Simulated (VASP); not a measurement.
# Lattice of Al2Au, functional by functional, part 2 of 2

Which functional gives which lattice for Al2Au? The starting structure is a measured crystal structure from the Crystallography Open Database. The first relaxation on each setting starts from this cell expanded by 3 % in volume.

VASP 6.6.1.

Results so far: PBEsol 18.01 Å³ an atom; LDA 17.65 Å³ an atom; PBE 18.52 Å³ an atom; PBEsol + D3(BJ) 17.50 Å³ an atom.

### Step 6. Relaxation with r2SCAN

Level of this step: r2SCAN; plane waves and PAW (Au, Al) (VASP).

r2SCAN adds the kinetic-energy density, costs more than a GGA and is run with LASPH. This run starts from the cell of an earlier relaxation, which isn't shown; the restart sets up the plane waves anew.

Input file INCAR:

```
SYSTEM = Al2Au
PREC = Accurate
ENCUT = 450
EDIFF = 1E-06
NELM = 100
ISMEAR = 1
SIGMA = 0.15
LREAL = .FALSE.
ALGO = Normal
METAGGA = R2SCAN
LASPH = .TRUE.
NBANDS = 14
LORBIT = 11
LWAVE = .FALSE.
LCHARG = .FALSE.
KPAR = 4
IBRION = 2
NSW = 50
ISIF = 3
EDIFFG = -0.006
```

Input file POSCAR:

```
Al2Au
1.0
    0.0000000000      3.0025893070      3.0025893070
    3.0025893070      0.0000000000      3.0025893070
    3.0025893070      3.0025893070      0.0000000000
Au Al
1 2
Direct
    0.0000000000      0.0000000000      0.0000000000
    0.7500000000      0.7500000000      0.7500000000
    0.2500000000      0.2500000000      0.2500000000
```

Input file KPOINTS:

```
Automatic mesh
0
Gamma
10 10 10
0 0 0
```

The projector-augmented-wave data sets are Au and Al (PBE family, release 64).

The run is started by

```
$ mpirun -np 4 vasp_std
```

The log of the run:

```text
[banner, memory and clock lines left out]
running    4 mpi-ranks, on    1 nodes
[...]
[... a notice as in an earlier step ...]

 LDA part: xc-table for (None), standard interpolation
 POSCAR, INCAR and KPOINTS ok, starting setup
[...]
entering main loop
       N       E                     dE             d eps       ncg     rms          rms(c)
DAV:   1    -0.266453325548E+01   -0.26645E+01   -0.67310E+03  1364   0.922E+02
DAV:   2    -0.694138264567E+02   -0.66749E+02   -0.61967E+02  1508   0.181E+02
DAV:   3    -0.708729536196E+02   -0.14591E+01   -0.14445E+01  1700   0.260E+01
DAV:   4    -0.708847470311E+02   -0.11793E-01   -0.11792E-01  1508   0.272E+00
[...]
DAV:  12    -0.655444751893E+02   -0.80564E-05   -0.47998E-06  1706   0.180E-02    0.509E-03
DAV:  13    -0.655444740282E+02    0.11611E-05   -0.55861E-07   910   0.569E-03    0.103E-03
DAV:  14    -0.655444734386E+02    0.58960E-06   -0.24232E-08   808   0.143E-03
   1 F= -.65544473E+02 E0= -.65544587E+02  d E =-.655445E+02
[...]
reached required accuracy - stopping structural energy minimisation
```

It took 46 s on 4 MPI ranks of Intel Xeon Platinum 8488C (Sapphire Rapids), shared host; peak memory 0.73 GiB; 3 min of CPU time.

Parts of OUTCAR (step 6):

```text
  Total        0.0134216      0.0134216      0.0134216      0.0000000     -0.0000000      0.0000000
  in kB        0.3971876      0.3971876      0.3971876      0.0000000     -0.0000000      0.0000000
  external PRESSURE =       0.3971876 kB  Pullay stress =       0.0000000 kB

 POSITION                                       TOTAL-FORCE (eV/Angst)
 -----------------------------------------------------------------------------------
      0.00000      0.00000      0.00000        -0.000000     -0.000000     -0.000000
      4.50388      4.50388      4.50388         0.000000     -0.000000      0.000000
      1.50129      1.50129      1.50129         0.000000      0.000000     -0.000000
 -----------------------------------------------------------------------------------
    total drift:                                0.000000     -0.000000     -0.000000

  FREE ENERGIE OF THE ION-ELECTRON SYSTEM (eV)
  ---------------------------------------------------
  free  energy   TOTEN  =       -65.5444734386 eV

  energy  without entropy=      -65.5448149915  energy(sigma->0) =      -65.54458729

[... 2 parts as in an earlier step ...]

[... 2 further parts left out ...]
[key lines of the parts left out:]
E-fermi :   7.6510
```

With r2SCAN the relaxed cell holds 18.047 Å³ an atom, +0.26 % against the measured cell, with a = 6.005 Å. That is +0.20 % from PBEsol.

### Step 7. Relaxation with r2SCAN + rVV10

rVV10 adds a nonlocal correlation energy for dispersion. This run starts from the cell of an earlier relaxation, which isn't shown; the restart sets up the plane waves anew.

INCAR, as its differences from that of step 6:

```diff
@@ -10,2 +10,6 @@
 METAGGA = R2SCAN
+LUSE_VDW = .TRUE.
+IVDW_NL = 2
+BPARAM = 11.95
+CPARAM = 0.0093
 LASPH = .TRUE.
```

Input file POSCAR:

```
Al2Au
1.0
    0.0000000000      2.9972915898      2.9972915898
    2.9972915898      0.0000000000      2.9972915898
    2.9972915898      2.9972915898      0.0000000000
Au Al
1 2
Direct
    0.0000000000      0.0000000000      0.0000000000
    0.7500000000      0.7500000000      0.7500000000
    0.2500000000      0.2500000000      0.2500000000
```

KPOINTS is that of step 6.

The run is started by

```
$ mpirun -np 4 vasp_std
```

The log of the run:

```text
[banner, memory and clock lines left out]
running    4 mpi-ranks, on    1 nodes
[...]
|                                                                             |
|               ----> ADVICE to this user running VASP <----                  |
|                                                                             |
|     You have switched on vdW-DFT.                                           |
|     This routine was written and supplied by Jiri Klimes. We recommend      |
|     that you carefully read and cite the following publications:            |
|       J. Klimes, D.R. Bowler, A. Michelides                                 |
|          J. Phys.: Cond Matt. 22 022201 (2010)                              |
|       J. Klimes, D.R. Bowler, A. Michelides                                 |
|          Phys. Rev. B. 83, 195131 (2011)                                    |
|     and references therein.                                                 |
|                                                                             |

[...]
DAV:  12    -0.651457144633E+02   -0.77595E-05   -0.44873E-06  1610   0.174E-02    0.524E-03
Total rVV10 correction in eV:      0.3978683    23.2542186
Total rVV10 correction in eV:      0.3978683    23.2542186
Total rVV10 correction in eV:      0.3978683    23.2542186
Total rVV10 correction in eV:      0.3978683    23.2542186
DAV:  13    -0.651457133418E+02    0.11214E-05   -0.46544E-07   970   0.520E-03    0.113E-03
Total rVV10 correction in eV:      0.3978686    23.2542186
Total rVV10 correction in eV:      0.3978686    23.2542186
Total rVV10 correction in eV:      0.3978686    23.2542186
Total rVV10 correction in eV:      0.3978686    23.2542186
DAV:  14    -0.651457126660E+02    0.67581E-06   -0.24434E-08   778   0.139E-03
Total rVV10 correction in eV:      0.3978693    23.2542186
Total rVV10 correction in eV:      0.3978693    23.2542186
Total rVV10 correction in eV:      0.3978693    23.2542186
Total rVV10 correction in eV:      0.3978693    23.2542186
Total rVV10 correction in eV:      0.3978692    23.2542186
Total rVV10 correction in eV:      0.3978692    23.2542186
Total rVV10 correction in eV:      0.3978692    23.2542186
Total rVV10 correction in eV:      0.3978692    23.2542186
   1 F= -.65145713E+02 E0= -.65145822E+02  d E =-.651457E+02
[...]
reached required accuracy - stopping structural energy minimisation
```

Wall time 55 s (4 MPI ranks); peak memory 1.2 GiB.

Parts of OUTCAR (step 7):

```text
  Total        0.0118372      0.0118372      0.0118372     -0.0000000      0.0000000      0.0000000
  in kB        0.3521612      0.3521612      0.3521612     -0.0000000      0.0000000      0.0000000
  external PRESSURE =       0.3521612 kB  Pullay stress =       0.0000000 kB

 POSITION                                       TOTAL-FORCE (eV/Angst)
 -----------------------------------------------------------------------------------
      0.00000      0.00000      0.00000        -0.000000     -0.000000     -0.000000
      4.49594      4.49594      4.49594         0.000000      0.000000      0.000000
      1.49865      1.49865      1.49865        -0.000000     -0.000000     -0.000000
 -----------------------------------------------------------------------------------
    total drift:                                0.000000     -0.000000     -0.000000

  FREE ENERGIE OF THE ION-ELECTRON SYSTEM (eV)
  ---------------------------------------------------
  free  energy   TOTEN  =       -65.1457126660 eV

  energy  without entropy=      -65.1460421280  energy(sigma->0) =      -65.14582249

[... 2 parts as in an earlier step ...]

[... 2 further parts left out ...]
[key lines of the parts left out:]
E-fermi :   7.6964
```

With r2SCAN + rVV10 the relaxed cell holds 17.951 Å³ an atom, -0.27 % against the measured cell, with a = 5.995 Å. That is -0.33 % from PBEsol.

### Step 8. The runs compared

| level | volume (Å³/atom) | against the measured cell (%) | a (Å) | pressure left (GPa) | core minutes |
| --- | --- | --- | --- | --- | --- |
| PBEsol | 18.01 | 0.06 | 6.0011 | 0.02 | 1.49 |
| LDA | 17.655 | -1.92 | 5.9614 | -0.01 | 1.31 |
| PBE | 18.519 | 2.88 | 6.0571 | 0.02 | 0.653 |
| PBEsol + D3(BJ) | 17.497 | -2.79 | 5.9436 | 0.03 | 1.95 |
| r2SCAN | 18.047 | 0.26 | 6.0052 | 0.04 | 8.0 |
| r2SCAN + rVV10 | 17.951 | -0.27 | 5.9946 | 0.04 | 12.9 |

Core minutes are wall time times ranks, summed over the relaxations behind a row (those for a bulk modulus apart), on shared hosts.

### Step 9. What came out

```
volume, PBEsol          : 18.01 Å³/atom
volume, LDA             : 17.65 Å³/atom
volume, PBE             : 18.52 Å³/atom
volume, PBEsol + D3(BJ) : 17.50 Å³/atom
volume, r2SCAN          : 18.05 Å³/atom
volume, r2SCAN + rVV10  : 17.95 Å³/atom
```

What this shows: Across 6 levels the volume of Al2Au spans 5.8 %, from 17.50 Å³ an atom (PBEsol + D3(BJ)) to 18.52 Å³ (PBE). Against the measured volume of the starting structure, PBEsol comes nearest (+0.1 %) and PBE lies farthest (+2.9 %). The measured cell holds zero-point expansion and, unless it was taken cold, thermal expansion, which the runs lack, so small differences decide nothing. Adding D3(BJ) to PBEsol changes the volume by -2.8 %. Adding rVV10 to r2SCAN changes the volume by -0.5 %. Spin-orbit coupling is left out of all runs, which can matter with elements this heavy. All runs keep the symmetry of the start, so they can't find a distortion of lower symmetry. Further runs on this material are not shown.

[Lines on the potential files, build, host, timing and source positions are cut from VASP's logs without a mark.]

[Logs are printed without paths, hosts, clocks, repeated set-up lines and the standing remarks that a program may print on its own settings, such as how far it seeks lower states.]

[Hosts, paths, dates, database ids (printed as entryN), source tags and the programs' standing remarks are cut or masked in the printed files.]
